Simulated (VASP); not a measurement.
**GW on BP**

How does the gap of BP change from the starting functional to GW? The cell is of the zinc-blende type, one of the forms listed for this formula, which need not be the common one. The start is a cell from a database of measured crystal structures.

Method: PBE; plane waves and PAW (P_GW, B_GW), in the first sound run; inputs show where later runs differ, in VASP 6.6.1.

This is a report of a sequence of runs, with most program output left out.

### 1. The structure

Symmetry: F-43m, No. 216, cubic system. The conventional cell has a = 4.538 Å, b = 4.538 Å, c = 4.538 Å, α = 90.00°, β = 90.00°, γ = 90.00°. P has 4 B at 1.97 Å nearest. B has 4 P at 1.97 Å nearest. Farther neighbours are not listed.

Coordinates:

```cif
data_structure
_symmetry_space_group_name_H-M 'P 1'
_symmetry_Int_Tables_number 1
_cell_length_a 3.2089
_cell_length_b 3.2089
_cell_length_c 3.2089
_cell_angle_alpha 60.000
_cell_angle_beta 60.000
_cell_angle_gamma 60.000
_cell_volume 23.36
loop_
_atom_site_label
_atom_site_type_symbol
_atom_site_fract_x
_atom_site_fract_y
_atom_site_fract_z
_atom_site_occupancy
P1 P 0.75000 0.75000 0.75000 1
B2 B 0.00000 0.00000 0.00000 1
```

### 2. Ground state

The orbitals come from a self-consistent PBE run with a tight EDIFF and a narrow smearing. KPOINTS_OPT adds the bands along a path, which shows whether the mesh holds the band edges.

Input file INCAR:

```
SYSTEM = BP
PREC = Accurate
ENCUT = 340
EDIFF = 1E-08
NELM = 100
ISMEAR = 0
SIGMA = 0.01
LREAL = .FALSE.
ALGO = Normal
GGA = PE
NBANDS = 10
LORBIT = 11
LWAVE = .TRUE.
LCHARG = .FALSE.
KPAR = 4
```

Input file POSCAR:

```
BP
1.0
    0.0000000000      2.2690000000      2.2690000000
    2.2690000000      0.0000000000      2.2690000000
    2.2690000000      2.2690000000      0.0000000000
P B
1 1
Direct
    0.7500000000      0.7500000000      0.7500000000
    0.0000000000      0.0000000000      0.0000000000
```

Input file KPOINTS:

```
Automatic mesh
0
Gamma
6 6 6
0 0 0
```

Input file KPOINTS_OPT:

```
Line mode
12
Line-mode
Reciprocal
  0.00000000   0.00000000   0.00000000 GAMMA
  0.50000000   0.00000000   0.50000000 X

  0.50000000   0.00000000   0.50000000 X
  0.50000000   0.25000000   0.75000000 W

  0.50000000   0.25000000   0.75000000 W
  0.37500000   0.37500000   0.75000000 K

  0.37500000   0.37500000   0.75000000 K
  0.00000000   0.00000000   0.00000000 GAMMA

  0.00000000   0.00000000   0.00000000 GAMMA
  0.50000000   0.50000000   0.50000000 L

  0.50000000   0.50000000   0.50000000 L
  0.62500000   0.25000000   0.62500000 U

  0.62500000   0.25000000   0.62500000 U
  0.50000000   0.25000000   0.75000000 W

  0.50000000   0.25000000   0.75000000 W
  0.50000000   0.50000000   0.50000000 L

  0.50000000   0.50000000   0.50000000 L
  0.37500000   0.37500000   0.75000000 K

  0.62500000   0.25000000   0.62500000 U
  0.50000000   0.00000000   0.50000000 X
```

The projector-augmented-wave data sets are P_GW and B_GW (PBE family, release 64).

Run with:

```bash
mpirun -np 4 vasp_std
```

Run time: 2 s. Hardware: 4 MPI ranks of Intel Xeon 6975P-C (Granite Rapids), shared host; peak memory 0.46 GiB; 6.6 s of CPU time.

Numbers from this step:

```
free energy (TOTEN)               : -12.89 eV
Fermi energy                      : 7.211 eV
pressure                          : 0.6302 GPa
least gap on mesh and path        : 1.235 eV
least direct gap on mesh and path : 3.401 eV
```

The highest empty bands on the path are converged less tightly, to about 0.1 eV. Electronic bands along the path, in eV, zero at the valence-band top; v1 is the highest filled band, c1 the lowest empty one:

```csv
point,v3,v2,v1,c1,c2,c3,c4
Γ,0.00,0.00,0.00,3.40,3.40,3.40,7.37
0.45 of the way,-3.19,-2.48,-2.48,1.97,5.47,7.20,7.20
X,-8.59,-4.11,-4.11,1.33,1.66,12.08,12.08
0.45 of the way,-8.40,-4.82,-4.76,2.65,3.10,10.50,11.27
W,-8.06,-5.67,-5.47,5.33,6.76,7.24,7.44
0.55 of the way,-8.12,-6.09,-4.29,3.32,6.08,8.64,9.46
K,-8.17,-6.22,-3.50,2.14,6.00,9.71,10.60
0.55 of the way,-4.42,-3.45,-0.88,4.63,4.79,5.81,8.30
Γ,0.00,0.00,0.00,3.40,3.40,3.40,7.37
0.45 of the way,-4.30,-1.00,-1.00,4.02,4.67,4.67,9.39
L,-9.04,-1.76,-1.76,3.77,4.71,4.71,10.14
0.45 of the way,-8.66,-3.88,-2.44,3.41,6.28,6.38,9.97
U,-8.17,-6.22,-3.50,2.14,6.00,9.71,10.60
0.45 of the way,-8.12,-6.09,-4.29,3.32,6.08,8.64,9.46
W,-8.06,-5.67,-5.47,5.33,6.76,7.24,7.44
0.45 of the way,-8.36,-4.82,-3.34,4.25,5.32,8.75,9.57
L,-9.04,-1.76,-1.76,3.77,4.71,4.71,10.14
0.55 of the way,-8.51,-4.51,-2.66,3.15,6.86,7.09,9.41
K,-8.17,-6.22,-3.50,2.14,6.00,9.71,10.60
jump to U,-8.17,-6.22,-3.50,2.14,6.00,9.71,10.60
0.55 of the way,-8.49,-4.93,-3.98,1.60,2.77,11.46,11.71
X,-8.59,-4.11,-4.11,1.33,1.66,12.08,12.08
```

Of the projections kept (P, B), the largest for each band there, as a share of the weight inside these atoms' spheres; weight between the spheres isn't counted:

```csv
point,v3,v2,v1,c1,c2,c3,c4
Γ,P 0.54,P 0.54,P 0.54,P 0.74,P 0.74,P 0.74,B 0.52
X,B 0.56,P 0.59,P 0.59,P 0.57,P 0.75,P 0.54,P 0.54
W,B 0.60,P 0.67,P 0.56,B 0.58,P 1.00,B 0.55,P 0.70
K,B 0.57,P 0.62,P 0.59,P 0.64,P 0.61,P 0.59,P 0.62
Γ,P 0.54,P 0.54,P 0.54,P 0.74,P 0.74,P 0.74,B 0.52
L,P 0.53,P 0.58,P 0.58,P 0.60,P 0.72,P 0.72,B 0.73
```

The cell has a gap of 1.23 eV on mesh and path.

### 3. Empty bands

The next step needs empty bands that the ground-state run didn't converge, so the Hamiltonian is diagonalised exactly for NBANDS bands, in a single step. LOPTICS writes the k-derivatives of the orbitals (WAVEDER), which give the long-wavelength limit of the screening.

Input file INCAR:

```
SYSTEM = BP
PREC = Accurate
ENCUT = 340
ISMEAR = 0
SIGMA = 0.01
LREAL = .FALSE.
GGA = PE
NBANDS = 132
ALGO = Exact
NELM = 1
LWAVE = .TRUE.
LCHARG = .FALSE.
LOPTICS = .TRUE.
NEDOS = 1000
CSHIFT = 0.1
```

POSCAR is that of step 2.

KPOINTS is that of step 2.

Run with:

```bash
mpirun -np 4 vasp_std
```

The job ended after 1.4 s (4 MPI ranks; peak memory 0.44 GiB).

The gap is read on the k-mesh alone, so it is an upper bound where the band edges lie off the mesh, and a coarse mesh can show a gap where there is none.

A gap read on the k-mesh alone can miss the band edges.

Numbers from this step:

```
gap on the k-mesh              : 1.332 eV
least direct gap on the k-mesh : 3.401 eV
```

WAVECAR now holds 132 bands for 8 electrons. Its independent-particle dielectric tensor has xx, yy, zz = 10.7, 10.7, 10.7 on this mesh. It isn't tested for convergence in mesh or bands and lacks local fields, and at a small direct gap a coarse mesh makes it too large, which overscreens the GW step.

### 4. evGW0

This step: evGW0 on PBE; plane waves and PAW (P_GW, B_GW) (VASP 6.6.1).

The lowest NBANDSGW levels in G are updated for four passes while W stays fixed, so the result depends less on the starting levels.

Input file INCAR:

```
SYSTEM = BP
PREC = Accurate
ENCUT = 340
ISMEAR = 0
SIGMA = 0.01
LREAL = .FALSE.
GGA = PE
NBANDS = 132
ALGO = EVGW0
NELMGW = 4
ENCUTGW = 180
NOMEGA = 48
PRECFOCK = Fast
NBANDSGW = 12
LWAVE = .FALSE.
LCHARG = .FALSE.
```

POSCAR is that of step 3.

KPOINTS is that of step 3.

Run with:

```bash
mpirun -np 4 vasp_std
```

Elapsed: 1.8 min, on 4 MPI ranks; peak memory 0.81 GiB.

This step gave:

```yaml
quasiparticle_gap_on_the_mesh: 2.128 eV
smallest_direct_quasiparticle_gap_on_the_mesh: 4.459 eV
gap_of_the_starting_orbitals_on_the_mesh: 1.332 eV
```

QP gap by iteration, by row:

```csv
iteration,gap (eV),direct gap (eV)
1,2.021,4.327
2,2.112,4.441
3,2.126,4.457
4,2.128,4.459
```

GW takes the gap from 1.332 to 2.128 eV. The mesh misses a band edge: at the starting level the path gave a gap 0.10 eV smaller. The value holds for 132 bands, ENCUTGW = 180 eV and this mesh, and isn't shown to be converged in them.

### 5. G0W0, one more run

This step: G0W0 on PBE; plane waves and PAW (P_GW, B_GW) (VASP 6.6.1).

This run repeats the step with a slip in the input.

INCAR: that of step 4 with these lines changed.

```diff
@@ -7,5 +7,5 @@
 GGA = PE
-NBANDS = 132
+NBANDS = 200
 ALGO = EVGW0
-NELMGW = 4
+NELMGW = 1
 ENCUTGW = 180
```

POSCAR is that of step 4.

KPOINTS is that of step 4.

Run with:

```bash
mpirun -np 4 vasp_std
```

Elapsed: 40 s, on 4 MPI ranks; peak memory 0.96 GiB.

Convergence was reached, but on settings outside the sound range, so the numbers are no properties of the crystal.

The fault in the input: band count unlike the orbitals file (NBANDS = 200). 

### 6. Summary of results

- evGW0 on PBE, 132 bands, ENCUTGW 180 eV, NOMEGA 48, mesh 6×6×6: 1.332 → 2.128 eV

What this shows: evGW0 gives a quasiparticle gap of 2.128 eV on the mesh, 0.80 eV over the PBE gap on the same mesh. On mesh and path the starting valence top lies at Γ and the conduction bottom at (0.409, 0, 0.409), so the starting gap is indirect. The GW mesh misses an edge: at the starting level the gap along the path is 0.10 eV smaller, and with that offset the quasiparticle gap would be about 2.03 eV. In evGW0 the first pass, which is the one-shot result, gives 2.021 eV and pass 4 gives 2.128 eV; the last pass changed the gap by +2 meV, so the loop is converged. Bands, response cutoff and mesh weren't tested for convergence. Not tabulated here, as repeats of values shown or as unfit to read for their mesh, reference level or band range: eps2 curves (empty bands); eps1 curves and static values (empty bands). The run with band count unlike the orbitals file isn't used: NBANDS no longer fits the files of the step before, so WAVEDER isn't read and the long-wavelength screening is lost. It gave 3.857 eV for the quasiparticle gap on the mesh, against 2.128 eV in the run without the slip that is nearest to it in settings (INCAR differs in NBANDS and NELMGW).

[Lines on the potential files, build, host, timing and source positions are cut from VASP's logs without a mark.]

[Logs are printed without paths, hosts, clocks, repeated set-up lines and the standing remarks that a program may print on its own settings, such as how far it seeks lower states.]

[Hosts, paths, dates, database ids (printed as entryN), source tags and the programs' standing remarks are cut or masked in the printed files.]

[Pressures printed for these runs are not shown converged in the cutoff: they can be off by several GPa and have the wrong sign.]

[In band tables of VASP the shares of atoms and orbitals are scaled to a sum of 1 inside the atoms' spheres.]
